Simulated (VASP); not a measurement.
Computed with PBE GGA + U (Dudarev), VASP's PBE PAW potentials (set 64) (plane waves; VASP 6.6.1).

Input for VASP

POSCAR:
```
VSe2
1
    0.0000000000     2.9865470000     2.9865470000
    2.9865470000     0.0000000000     2.9865470000
    2.9865470000     2.9865470000     0.0000000000
V Se
1 2
Direct
  0.0000000000   0.0000000000   0.0000000000
  0.2500000000   0.2500000000   0.2500000000
  0.7500000000   0.7500000000   0.7500000000
```

### INCAR
```
SYSTEM = VSe2
PREC = Accurate
ENCUT = 400
EDIFF = 1E-6
NELM = 100
ALGO = Normal
LREAL = .FALSE.
LASPH = .TRUE.
ISMEAR = 0
SIGMA = 0.05
GGA = PE
LMAXMIX = 4
ISPIN = 2
MAGMOM = 2.0 0.0 0.0
LORBIT = 10
LWAVE = .FALSE.
LCHARG = .FALSE.
ISIF = 2
LDAU = .TRUE.
LDAUTYPE = 2
LDAUL = 2 -1
LDAUU = 2.0 0
LDAUJ = 0 0
LDAUPRINT = 1
```

File KPOINTS:
```
kpoints
0
G
 6 6 6
```

POTCAR, in this order: V_sv Se (PBE.64 set). Program: vasp_std.

Output

### OSZICAR
```
       N       E                     dE             d eps       ncg     rms          rms(c)
DAV:   1     0.172414535095E+03    0.17241E+03   -0.10891E+04  1120   0.116E+03
DAV:   2    -0.472799342883E+01   -0.17714E+03   -0.17466E+03  1156   0.335E+02
DAV:   3    -0.167749583385E+02   -0.12047E+02   -0.11452E+02  1417   0.746E+01
DAV:   4    -0.169734316621E+02   -0.19847E+00   -0.19748E+00  1245   0.939E+00
DAV:   5    -0.169748951732E+02   -0.14635E-02   -0.14432E-02  1366   0.870E-01    0.192E+01
DAV:   6    -0.198624616849E+02   -0.28876E+01   -0.88489E+01  1274   0.554E+01    0.219E+01
DAV:   7    -0.150911261898E+02    0.47713E+01   -0.43426E+01  1383   0.512E+01    0.654E+00
DAV:   8    -0.152581602106E+02   -0.16703E+00   -0.13320E+00  1166   0.720E+00    0.335E+00
DAV:   9    -0.152933511818E+02   -0.35191E-01   -0.21531E-01  1270   0.238E+00    0.144E+00
DAV:  10    -0.153119064629E+02   -0.18555E-01   -0.18148E-02  1224   0.110E+00    0.585E-01
DAV:  11    -0.153163467717E+02   -0.44403E-02   -0.72092E-03  1339   0.535E-01    0.230E-01
DAV:  12    -0.153169957027E+02   -0.64893E-03   -0.90770E-04  1274   0.195E-01    0.137E-01
DAV:  13    -0.153172404309E+02   -0.24473E-03   -0.42375E-04  1238   0.120E-01    0.522E-02
DAV:  14    -0.153172796795E+02   -0.39249E-04   -0.79788E-05  1275   0.512E-02    0.250E-02
DAV:  15    -0.153172847495E+02   -0.50700E-05   -0.15459E-05  1272   0.214E-02    0.945E-03
DAV:  16    -0.153172860861E+02   -0.13365E-05   -0.28675E-06  1006   0.119E-02    0.434E-03
DAV:  17    -0.153172863947E+02   -0.30859E-06   -0.33696E-07   664   0.445E-03
   1 F= -.15317286E+02 E0= -.15316671E+02  d E =-.123141E-02  mag=     2.1454
```

**OUTCAR**
```
------------------------ aborting loop because EDIFF is reached ----------------------------------------
  FORCE on cell =-STRESS in cart. coord.  units (eV):
  Direction    XX          YY          ZZ          XY          YZ          ZX
  --------------------------------------------------------------------------------------
  Total        5.0738020      5.0738020      5.0738020     -0.0000000      0.0000000      0.0000000
  in kB      152.5829620    152.5829620    152.5829620     -0.0000000      0.0000000      0.0000000
  external PRESSURE =     152.5829620 kB  Pullay stress =       0.0000000 kB
  volume of cell :       53.28
      direct lattice vectors                 reciprocal lattice vectors
     0.000000000  2.986547000  2.986547000    -0.167417422  0.167417422  0.167417422
     2.986547000  0.000000000  2.986547000     0.167417422 -0.167417422  0.167417422
     2.986547000  2.986547000  0.000000000     0.167417422  0.167417422 -0.167417422
 POSITION                                       TOTAL-FORCE (eV/Angst)
 -----------------------------------------------------------------------------------
      0.00000      0.00000      0.00000        -0.000000      0.000000     -0.000000
      1.49327      1.49327      1.49327        -0.000000     -0.000000     -0.000000
      4.47982      4.47982      4.47982         0.000000      0.000000      0.000000
 -----------------------------------------------------------------------------------
    total drift:                               -0.000000     -0.000000      0.000000
  FREE ENERGIE OF THE ION-ELECTRON SYSTEM (eV)
  ---------------------------------------------------
  free  energy   TOTEN  =       -15.3172863947 eV

  energy  without entropy=      -15.3160549800  energy(sigma->0) =      -15.31667069

 total charge

# of ion       s       p       d       tot
------------------------------------------
    1        2.215   6.182   3.107  11.504
    2        1.488   2.338   0.065   3.892
    3        1.488   2.338   0.065   3.892
--------------------------------------------------
tot          5.192  10.859   3.237  19.288

 magnetization (x)

# of ion       s       p       d       tot
------------------------------------------
    1        0.033   0.035   1.948   2.015
    2       -0.007  -0.069   0.014  -0.062
    3       -0.007  -0.069   0.014  -0.062
--------------------------------------------------
tot          0.019  -0.103   1.975   1.891
```
(Selected blocks of OUTCAR.)

The moments were started parallel, and other spin orders were not tried in this run.

The structure was generated: VSe2 was put into the fluorite type (Fm-3m), which need not be its known phase. The cell was not relaxed at this level. The k-mesh is coarse (spacing up to 0.30 per Å, 2π included), so the numbers may not be converged in it. The run is one of a series of settings (LDAU = .TRUE., LDAUJ = 0 0, LDAUL = 2 -1, LDAUTYPE = 2, LDAUU = 2.0 0 against the base run), some of them coarse on purpose.
